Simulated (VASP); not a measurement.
# Lattice of Hf3C across functionals and dispersion corrections, part 4 of 5

How much does the cell of Hf3C depend on the functional? The cell is invented: it takes the structure of a Materials Project entry for Nb3Si (space group 223 there), with all of its atoms replaced by other elements, volume scaled by an estimate. It may not be a known or stable phase. LASPH is on for some levels and off for others; the table marks which.

VASP 6.6.1, plane waves and PAW; the level of theory is named at each step.

Still holding for the runs below: The k-mesh is coarse for a metal.

So far. Step 6 (Relaxation with PBEsol): It ends at 16.74 Å³/atom, -5.1 % from the start, with -0.04 GPa left. The conventional cell has a = 5.116 Å. Step 7 (Relaxation with r2SCAN): It ends at 17.18 Å³/atom, -2.6 % from the start, with -0.01 GPa left. The conventional cell has a = 5.161 Å.

## 8. Relaxation with PBE + D3(BJ)

This step: PBE with D3(BJ); plane waves and PAW (Hf_pv, C); invented cell (VASP 6.6.1).

A dispersion term adds the long-range attraction that semilocal functionals lack. D3 with Becke-Johnson damping keeps a finite attraction at short range.

INCAR reads:

```
SYSTEM = Hf3C
PREC = Accurate
ENCUT = 560
EDIFF = 1E-06
NELM = 100
ISMEAR = -1
SIGMA = 0.05
LREAL = .FALSE.
ALGO = Normal
GGA = PE
IVDW = 12
NBANDS = 42
LORBIT = 11
LWAVE = .FALSE.
LCHARG = .FALSE.
KPAR = 4
IBRION = 2
NSW = 60
ISIF = 3
EDIFFG = -0.01
```

POSCAR reads:

```
Hf3C
1.0
    5.2069509179      0.0000000000      0.0000000000
    0.0000000000      5.2069509179      0.0000000000
    0.0000000000      0.0000000000      5.2069509179
Hf C
6 2
Direct
    0.0000000000      0.5000000000      0.7500000000
    0.5000000000      0.2500000000      0.0000000000
    0.7500000000      0.0000000000      0.5000000000
    0.0000000000      0.5000000000      0.2500000000
    0.5000000000      0.7500000000      0.0000000000
    0.2500000000      0.0000000000      0.5000000000
    0.5000000000      0.5000000000      0.5000000000
    0.0000000000      0.0000000000      0.0000000000
```

KPOINTS reads:

```
Automatic mesh
0
Gamma
4 4 4
0 0 0
```

The projector-augmented-wave data sets are Hf_pv and C (PBE family, release 64).

Run with:

```
$ mpirun -np 4 vasp_std
```

Output:

```text
[... set-up lines as in an earlier step ...]
 entering main loop
       N       E                     dE             d eps       ncg     rms          rms(c)
[... 15 cycles as in an earlier step ...]
   1 F= -.74090796E+02 E0= -.74041014E+02  d E =-.740908E+02
[...]
N       E                     dE             d eps       ncg     rms          rms(c)
DAV:   1    -0.718492072629E+02   -0.96584E+00   -0.31003E+01   840   0.300E+01    0.177E+01
DAV:   2    -0.709804158305E+02    0.86879E+00   -0.21328E+00   882   0.721E+00    0.411E+00
DAV:   3    -0.707282840517E+02    0.25213E+00   -0.44252E-01   872   0.324E+00    0.132E+00
DAV:   4    -0.706865144015E+02    0.41770E-01   -0.90901E-02   946   0.149E+00    0.104E+00
[...]
DAV:   8    -0.706842685503E+02    0.23392E-06   -0.35616E-05   928   0.130E-02    0.220E-02
DAV:   9    -0.706842663854E+02    0.21649E-05   -0.12856E-05   944   0.882E-03    0.500E-03
DAV:  10    -0.706842663905E+02   -0.50677E-08   -0.36482E-07   462   0.257E-03
   2 F= -.74116937E+02 E0= -.74071920E+02  d E =-.261413E-01
 trial-energy change:   -0.026141  1 .order   -0.020572   -0.248168    0.207024
 step:   0.5633(harm=  0.5452)  dis= 0.00000  next Energy=   -74.161682 (dE=-0.709E-01)
[...]
N       E                     dE             d eps       ncg     rms          rms(c)
DAV:   1    -0.710485191438E+02   -0.36425E+00   -0.58935E+00   840   0.131E+01    0.813E+00
DAV:   2    -0.708873153490E+02    0.16120E+00   -0.43184E-01   874   0.320E+00    0.183E+00
DAV:   3    -0.708396078635E+02    0.47707E-01   -0.76993E-02   902   0.133E+00    0.590E-01
DAV:   4    -0.708308166712E+02    0.87912E-02   -0.19974E-02   914   0.686E-01    0.395E-01
DAV:   5    -0.708304447934E+02    0.37188E-03   -0.16038E-03  1046   0.174E-01    0.261E-01
DAV:   6    -0.708304426015E+02    0.21919E-05   -0.16755E-04   954   0.504E-02    0.522E-02
DAV:   7    -0.708304419536E+02    0.64798E-06   -0.11108E-05   886   0.139E-02    0.191E-02
DAV:   8    -0.708304424874E+02   -0.53388E-06   -0.47898E-07   522   0.336E-03
   3 F= -.74162286E+02 E0= -.74114202E+02  d E =-.714903E-01
[...]
reached required accuracy - stopping structural energy minimisation
```

Wall time 65 s (4 MPI ranks of AMD EPYC 7R43, shared host); peak memory 1 GiB; 4.3 min of CPU time.

OUTCAR, selected parts (step 8):

```text
 Edisp (eV)   -3.43267

 Edisp (eV)   -3.33184

  Total      -0.00756    -0.00756    -0.00756     0.00000     0.00000     0.00000
  in kB      -0.08911    -0.08911    -0.08911     0.00000     0.00000     0.00000
  external pressure =       -0.09 kB  Pullay stress =        0.00 kB

 POSITION                                       TOTAL-FORCE (eV/Angst)
 -----------------------------------------------------------------------------------
      0.00000      2.57072      3.85608        -0.000000     -0.000000      0.000000
      2.57072      1.28536     -0.00000         0.000000      0.000000      0.000000
      3.85608     -0.00000      2.57072         0.000000      0.000000      0.000000
      0.00000      2.57072      1.28536         0.000000      0.000000     -0.000000
      2.57072      3.85608     -0.00000         0.000000     -0.000000     -0.000000
      1.28536     -0.00000      2.57072        -0.000000     -0.000000     -0.000000
      2.57072      2.57072      2.57072        -0.000000     -0.000000     -0.000000
      0.00000      0.00000      0.00000        -0.000000     -0.000000     -0.000000
 -----------------------------------------------------------------------------------
    total drift:                               -0.000000     -0.000000      0.000000

  FREE ENERGIE OF THE ION-ELECTRON SYSTEM (eV)
  ---------------------------------------------------
  free  energy   TOTEN  =       -74.1622864500 eV

  energy  without entropy=      -74.0661175259  energy(sigma->0) =      -74.11420199

[... 2 parts as in an earlier step ...]

[... 2 further parts left out ...]
[key lines of the parts left out:]
E-fermi :   5.5833
```

Dispersion corrections of this kind ignore metallic screening and tend to overbind metals.

It ends at 16.99 Å³/atom, -3.7 % from the start, with -0.01 GPa left. The conventional cell has a = 5.141 Å. Against plain PBE, the dispersion term moves a by -1.1 %.

## 9. Relaxation with optB88-vdW

This step: optB88-vdW; plane waves and PAW (Hf_pv, C); invented cell (VASP 6.6.1).

optB88-vdW pairs nonlocal correlation with a B88-type exchange refitted to the binding of molecular dimers. LUSE_VDW switches on a nonlocal correlation term for dispersion.

Edit INCAR of step 8 so:

```diff
@@ -9,4 +9,8 @@
 ALGO = Normal
-GGA = PE
-IVDW = 12
+GGA = BO
+AGGAC = 0
+LUSE_VDW = .TRUE.
+PARAM1 = 0.1833333333
+PARAM2 = 0.22
+LASPH = .TRUE.
 NBANDS = 42
```

POSCAR is that of step 8.

KPOINTS is that of step 8.

Run with:

```
$ mpirun -np 4 vasp_std
```

Output:

```text
[banner, memory and clock lines left out]
running    4 mpi-ranks, on    1 nodes
[...]
|                                                                             |
|               ----> ADVICE to this user running VASP <----                  |
|                                                                             |
|     You have switched on vdW-DFT.                                           |
|     This routine was written and supplied by Jiri Klimes. We recommend      |
|     that you carefully read and cite the following publications:            |
|       J. Klimes, D.R. Bowler, A. Michelides                                 |
|          J. Phys.: Cond Matt. 22 022201 (2010)                              |
|       J. Klimes, D.R. Bowler, A. Michelides                                 |
|          Phys. Rev. B. 83, 195131 (2011)                                    |
|     and references therein.                                                 |
|                                                                             |

[...]
DAV:   6    -0.534060853733E+02   -0.23483E-04   -0.85209E-05  1080   0.304E-02    0.497E-02
DAV:   7    -0.534060858979E+02   -0.52453E-06   -0.90242E-06   934   0.100E-02
   2 F= -.53406086E+02 E0= -.53357827E+02  d E =-.289520E-02
 trial-energy change:   -0.002895  1 .order   -0.002664   -0.032373    0.027045
 step:   0.5506(harm=  0.5448)  dis= 0.00000  next Energy=   -53.412142 (dE=-0.895E-02)
[...]
N       E                     dE             d eps       ncg     rms          rms(c)
DAV:   1    -0.534428971628E+02   -0.36812E-01   -0.81279E-01   840   0.481E+00    0.282E+00
DAV:   2    -0.534199834328E+02    0.22914E-01   -0.58218E-02   866   0.118E+00    0.635E-01
DAV:   3    -0.534133967648E+02    0.65867E-02   -0.11123E-02   900   0.500E-01    0.209E-01
DAV:   4    -0.534122347170E+02    0.11620E-02   -0.26373E-03   920   0.247E-01    0.146E-01
DAV:   5    -0.534121740616E+02    0.60655E-04   -0.23528E-04  1034   0.641E-02    0.891E-02
DAV:   6    -0.534121725441E+02    0.15175E-05   -0.19898E-05   878   0.148E-02    0.212E-02
DAV:   7    -0.534121723862E+02    0.15794E-06   -0.19699E-06   752   0.560E-03
   3 F= -.53412172E+02 E0= -.53363295E+02  d E =-.898169E-02
[...]
reached required accuracy - stopping structural energy minimisation
```

The job ended after 4.6 min (4 MPI ranks; peak memory 2.3 GiB; 18 min of CPU time).

OUTCAR, selected parts (step 9):

```text
  Total       -0.0004393     -0.0004393     -0.0004393      0.0000000      0.0000000     -0.0000000
  in kB       -0.0050526     -0.0050526     -0.0050526      0.0000000      0.0000000     -0.0000000
  external PRESSURE =      -0.0050526 kB  Pullay stress =       0.0000000 kB

 POSITION                                       TOTAL-FORCE (eV/Angst)
 -----------------------------------------------------------------------------------
      0.00000      2.59191      3.88787        -0.000000     -0.000000      0.000000
      2.59191      1.29596      0.00000         0.000000      0.000000      0.000000
      3.88787      0.00000      2.59191         0.000000      0.000000      0.000000
      0.00000      2.59191      1.29596         0.000000     -0.000000      0.000000
      2.59191      3.88787      0.00000        -0.000000     -0.000000     -0.000000
      1.29596      0.00000      2.59191        -0.000000     -0.000000     -0.000000
      2.59191      2.59191      2.59191         0.000000      0.000000      0.000000
      0.00000      0.00000      0.00000         0.000000      0.000000      0.000000
 -----------------------------------------------------------------------------------
    total drift:                               -0.000000     -0.000000      0.000000

  FREE ENERGIE OF THE ION-ELECTRON SYSTEM (eV)
  ---------------------------------------------------
  free  energy   TOTEN  =       -53.4121723862 eV

  energy  without entropy=      -53.3144182726  energy(sigma->0) =      -53.36329533

[... 2 parts as in an earlier step ...]

[... 2 further parts left out ...]
[key lines of the parts left out:]
E-fermi :   5.3001
```

It ends at 17.41 Å³/atom, -1.3 % from the start, with 0.00 GPa left. The conventional cell has a = 5.184 Å.

## 10. Relaxation with r2SCAN + D3(BJ)

This step: r2SCAN with D3(BJ); plane waves and PAW (Hf_pv, C); invented cell (VASP 6.6.1).

Edit INCAR of step 9 so:

```diff
@@ -9,7 +9,8 @@
 ALGO = Normal
-GGA = BO
-AGGAC = 0
-LUSE_VDW = .TRUE.
-PARAM1 = 0.1833333333
-PARAM2 = 0.22
+METAGGA = R2SCAN
+IVDW = 12
+VDW_S6 = 1
+VDW_S8 = 0.78981345
+VDW_A1 = 0.49484001
+VDW_A2 = 5.73083694
 LASPH = .TRUE.
```

POSCAR is that of step 9.

KPOINTS is that of step 9.

Run with:

```
$ mpirun -np 4 vasp_std
```

Output:

```text
[... set-up lines as in an earlier step ...]
 entering main loop
       N       E                     dE             d eps       ncg     rms          rms(c)
[... 15 cycles as in an earlier step ...]
   1 F= -.28508766E+03 E0= -.28504049E+03  d E =-.285088E+03
[...]
N       E                     dE             d eps       ncg     rms          rms(c)
DAV:   1    -0.284799614564E+03   -0.12100E+01   -0.38504E+01   840   0.342E+01    0.218E+01
DAV:   2    -0.283852974544E+03    0.94664E+00   -0.30023E+00   878   0.891E+00    0.479E+00
DAV:   3    -0.283560314027E+03    0.29266E+00   -0.49902E-01   888   0.346E+00    0.171E+00
DAV:   4    -0.283497815265E+03    0.62499E-01   -0.12833E-01   924   0.181E+00    0.114E+00
[...]
DAV:   8    -0.283495478612E+03    0.16112E-04   -0.10365E-04   984   0.395E-02    0.212E-02
DAV:   9    -0.283495468852E+03    0.97595E-05   -0.14483E-05   838   0.126E-02    0.964E-03
DAV:  10    -0.283495468456E+03    0.39595E-06   -0.22531E-06   696   0.520E-03
   2 F= -.28511395E+03 E0= -.28507212E+03  d E =-.262925E-01
 trial-energy change:   -0.026293  1 .order   -0.018821   -0.315010    0.277368
 step:   0.5505(harm=  0.5318)  dis= 0.00000  next Energy=  -285.175609 (dE=-0.880E-01)
[...]
N       E                     dE             d eps       ncg     rms          rms(c)
DAV:   1    -0.283863529125E+03   -0.36806E+00   -0.77851E+00   840   0.154E+01    0.104E+01
DAV:   2    -0.283685895323E+03    0.17763E+00   -0.67770E-01   876   0.411E+00    0.222E+00
DAV:   3    -0.283627782451E+03    0.58113E-01   -0.88784E-02   926   0.143E+00    0.827E-01
DAV:   4    -0.283614019050E+03    0.13763E-01   -0.29527E-02   864   0.853E-01    0.449E-01
[...]
DAV:   8    -0.283613651086E+03   -0.30697E-05   -0.12443E-05   928   0.100E-02    0.615E-03
DAV:   9    -0.283613653073E+03   -0.19876E-05   -0.12887E-06   556   0.520E-03    0.225E-03
DAV:  10    -0.283613652750E+03    0.32356E-06   -0.15999E-07   468   0.197E-03
   3 F= -.28517642E+03 E0= -.28513070E+03  d E =-.887631E-01
[...]
reached required accuracy - stopping structural energy minimisation
```

Run time: 4.5 min. Hardware: 4 MPI ranks; peak memory 1.1 GiB.

Parts of OUTCAR (step 10):

```text
 Edisp (eV)   -1.61848

 Edisp (eV)   -1.56277

  Total      -0.01869    -0.01869    -0.01869     0.00000     0.00000     0.00000
  in kB      -0.22117    -0.22117    -0.22117     0.00000     0.00000     0.00000
  external pressure =       -0.22 kB  Pullay stress =        0.00 kB

 POSITION                                       TOTAL-FORCE (eV/Angst)
 -----------------------------------------------------------------------------------
     -0.00000      2.56741      3.85112         0.000000      0.000000     -0.000000
      2.56741      1.28371      0.00000        -0.000000      0.000000     -0.000000
      3.85112      0.00000      2.56741         0.000000     -0.000000     -0.000000
     -0.00000      2.56741      1.28371        -0.000000     -0.000000      0.000000
      2.56741      3.85112     -0.00000         0.000000     -0.000000      0.000000
      1.28371      0.00000      2.56741        -0.000000      0.000000      0.000000
      2.56741      2.56741      2.56741        -0.000000     -0.000000      0.000000
      0.00000      0.00000     -0.00000        -0.000000     -0.000000      0.000000
 -----------------------------------------------------------------------------------
    total drift:                               -0.000000     -0.000000      0.000000

  FREE ENERGIE OF THE ION-ELECTRON SYSTEM (eV)
  ---------------------------------------------------
  free  energy   TOTEN  =      -285.1764195783 eV

  energy  without entropy=     -285.0849811399  energy(sigma->0) =     -285.13070036

[... 2 parts as in an earlier step ...]

[... 2 further parts left out ...]
[key lines of the parts left out:]
E-fermi :   5.5756
```

It ends at 16.92 Å³/atom, -4.1 % from the start, with -0.02 GPa left. The conventional cell has a = 5.135 Å. Against plain r2SCAN, the dispersion term moves a by -0.5 %.

## 11. Relaxation with optPBE-vdW

This step: optPBE-vdW; plane waves and PAW (Hf_pv, C); invented cell (VASP 6.6.1).

optPBE-vdW pairs nonlocal correlation with a PBE-like exchange and tends to long distances.

Edit INCAR of step 10 so:

```diff
@@ -9,8 +9,5 @@
 ALGO = Normal
-METAGGA = R2SCAN
-IVDW = 12
-VDW_S6 = 1
-VDW_S8 = 0.78981345
-VDW_A1 = 0.49484001
-VDW_A2 = 5.73083694
+GGA = OR
+AGGAC = 0
+LUSE_VDW = .TRUE.
 LASPH = .TRUE.
```

POSCAR is that of step 10.

KPOINTS is that of step 10.

Run with:

```
$ mpirun -np 4 vasp_std
```

Output:

```text
[banner, memory and clock lines left out]
running    4 mpi-ranks, on    1 nodes
[...]
[... a notice as in an earlier step ...]

 [... a notice as in an earlier step ...]

 LDA part: xc-table for (Slater+PW92), standard interpolation
 POSCAR, INCAR and KPOINTS ok, starting setup
[...]
entering main loop
       N       E                     dE             d eps       ncg     rms          rms(c)
DAV:   1     0.319361526614E+03    0.31936E+03   -0.39247E+04   840   0.166E+03
DAV:   2    -0.308416856471E+02   -0.35020E+03   -0.33920E+03   956   0.390E+02
DAV:   3    -0.543391075098E+02   -0.23497E+02   -0.22614E+02  1128   0.581E+01
DAV:   4    -0.551746946492E+02   -0.83559E+00   -0.80481E+00  1048   0.101E+01
[...]
DAV:  13    -0.519771867271E+02    0.12649E-03   -0.89932E-04  1132   0.823E-02    0.395E-02
DAV:  14    -0.519771851656E+02    0.15615E-05   -0.42234E-05   884   0.208E-02    0.854E-03
DAV:  15    -0.519771856945E+02   -0.52891E-06   -0.21127E-06   802   0.494E-03
[...]
DAV:   4    -0.519773247305E+02    0.21925E-03   -0.49551E-04   926   0.106E-01    0.640E-02
DAV:   5    -0.519773111289E+02    0.13602E-04   -0.45682E-05  1056   0.277E-02    0.366E-02
DAV:   6    -0.519773096185E+02    0.15104E-05   -0.37669E-06   818   0.641E-03    0.900E-03
DAV:   7    -0.519773094204E+02    0.19810E-06   -0.38113E-07   496   0.273E-03
   2 F= -.51977309E+02 E0= -.51928126E+02  d E =-.123726E-03
 trial-energy change:   -0.000124  1 .order   -0.000131   -0.001250    0.000989
 step:   0.5538(harm=  0.5584)  dis= 0.00000  next Energy=   -51.977531 (dE=-0.345E-03)
[...]
N       E                     dE             d eps       ncg     rms          rms(c)
DAV:   1    -0.519786786828E+02   -0.13691E-02   -0.30548E-02   840   0.930E-01    0.533E-01
DAV:   2    -0.519778155179E+02    0.86316E-03   -0.21527E-03   866   0.227E-01    0.122E-01
DAV:   3    -0.519775699886E+02    0.24553E-03   -0.42316E-04   902   0.971E-02    0.404E-02
DAV:   4    -0.519775292808E+02    0.40708E-04   -0.97307E-05   928   0.472E-02    0.286E-02
DAV:   5    -0.519775295191E+02   -0.23827E-06   -0.90130E-06   940   0.125E-02
   3 F= -.51977530E+02 E0= -.51928368E+02  d E =-.343825E-03
[...]
reached required accuracy - stopping structural energy minimisation
```

Run time: 4.1 min. Hardware: 4 MPI ranks; peak memory 2.3 GiB.

From OUTCAR (step 11):

```text
  Total       -0.0052701     -0.0052701     -0.0052701      0.0000000     -0.0000000     -0.0000000
  in kB       -0.0596537     -0.0596537     -0.0596537      0.0000000     -0.0000000     -0.0000000
  external PRESSURE =      -0.0596537 kB  Pullay stress =       0.0000000 kB

 POSITION                                       TOTAL-FORCE (eV/Angst)
 -----------------------------------------------------------------------------------
     -0.00000      2.60576      3.90864        -0.000000     -0.000000      0.000000
      2.60576      1.30288     -0.00000        -0.000000     -0.000000     -0.000000
      3.90864      0.00000      2.60576         0.000000      0.000000     -0.000000
     -0.00000      2.60576      1.30288         0.000000     -0.000000      0.000000
      2.60576      3.90864      0.00000         0.000000      0.000000      0.000000
      1.30288      0.00000      2.60576        -0.000000      0.000000     -0.000000
      2.60576      2.60576      2.60576        -0.000000     -0.000000      0.000000
      0.00000      0.00000      0.00000        -0.000000     -0.000000      0.000000
 -----------------------------------------------------------------------------------
    total drift:                               -0.000000     -0.000000      0.000000

  FREE ENERGIE OF THE ION-ELECTRON SYSTEM (eV)
  ---------------------------------------------------
  free  energy   TOTEN  =       -51.9775295191 eV

  energy  without entropy=      -51.8792063640  energy(sigma->0) =      -51.92836794

[... 2 parts as in an earlier step ...]

[... 2 further parts left out ...]
[key lines of the parts left out:]
E-fermi :   5.2683
```

It ends at 17.69 Å³/atom, +0.3 % from the start, with -0.01 GPa left. The conventional cell has a = 5.212 Å.

(Part 4 of 5 ends here.)

[Lines on the potential files, build, host, timing and source positions are cut from VASP's logs without a mark.]

[Logs are printed without paths, hosts, clocks, repeated set-up lines and the standing remarks that a program may print on its own settings, such as how far it seeks lower states.]

[Hosts, paths, dates, database ids (printed as entryN), source tags and the programs' standing remarks are cut or masked in the printed files.]

[A measured line is paired with the nearest computed mode of its activity, which favours agreement.]
